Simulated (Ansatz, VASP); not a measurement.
# Cu2W in VASP and in Ansatz

Contents of INCAR:

```
ALGO = Normal
EDIFF = 1E-6
EDIFFG = -0.04
ENCUT = 600
GGA = PE
IBRION = 2
ISIF = 3
ISMEAR = 0
LASPH = True
LCHARG = False
LREAL = False
LWAVE = False
NELM = 80
NSW = 90
PREC = Accurate
SIGMA = 0.1
```

The input KPOINTS:

```
k-points
0
Gamma
  6 6 4
```

Contents of POSCAR:

```
Cu2W
1.0
    2.6909632600      0.0000000000      0.0000000000
    0.0000000000      2.6909632600      0.0000000000
    0.0000000000      0.0000000000      5.5521327000
Cu W
2 1
Direct
    0.5000000000      0.5000000000      0.2949999900
    0.5000000000      0.5000000000      0.7050000100
    0.0000000000      0.0000000000      0.0000000000
```

Input for Ansatz:

```yaml
crystal:
  lattice:
    - [2.69096326, 0.0, 0.0]
    - [0.0, 2.69096326, 0.0]
    - [0.0, 0.0, 5.5521327]
  atoms:
    - { symbol: Cu, position: [0.5, 0.5, 0.29499999] }
    - { symbol: Cu, position: [0.5, 0.5, 0.70500001] }
    - { symbol: W, position: [0.0, 0.0, 0.0] }
basis:
  ecutwfc: 420
kpoints:
  mp_grid: { grid: [6, 6, 4] }
hamiltonian:
  xc: pbe
scf:
  occupations: { method: gaussian, width: 0.1 }
  lower_state_search: "off"
output:
  forces: true
  stress: true
  eigenvalues: true
relax:
  adjacent_minimum: "off"
  f_tol: 0.04
  max_steps: 70
  cell: { stress_tol: 0.4 }
```

Change from the starting cell: species swapped into the Ga2Cu type (P4/mmm, No. 123).

Alike in both runs: task relaxation of cell and atoms; functional PBE; k mesh 6 × 6 × 4; occupations gaussian, width 0.1 eV; no spin polarisation.

|  | VASP | Ansatz |
| --- | --- | --- |
| version | VASP 6.6.1 | Ansatz 0.2.0 |
| potentials or method | VASP PAW PBE potentials, release 64 (Cu, W_sv) | scalar-relativistic, plane waves, PAW |
| plane-wave cutoff (eV) | 600 | 420 |
| valence electrons in the cell | 36 | 52 |

Ansatz gave:

- gap on the k mesh at the Fermi level, each at its own relaxed structure (eV): none
- relaxed volume (Å³/atom): 14.42
- relaxed cell length with the largest relative difference (Å): 2.570
- energy change over the relaxation (meV/atom): -281

Problem. Which values does VASP return?

Solution. gap on the k mesh at the Fermi level, each at its own relaxed structure (eV): none; relaxed volume (Å³/atom): 14.49; relaxed cell length with the largest relative difference (Å): 2.581; energy change over the relaxation (meV/atom): -286.

A gap of «none» marks a metal or a gap that the smearing closes. The two sets of potentials don't hold the same shells in valence.

Caveats: the k mesh is coarse (spacing up to 0.39 Å⁻¹), so the values aren't converged. Spin-orbit coupling is left out, which matters for the levels of W.
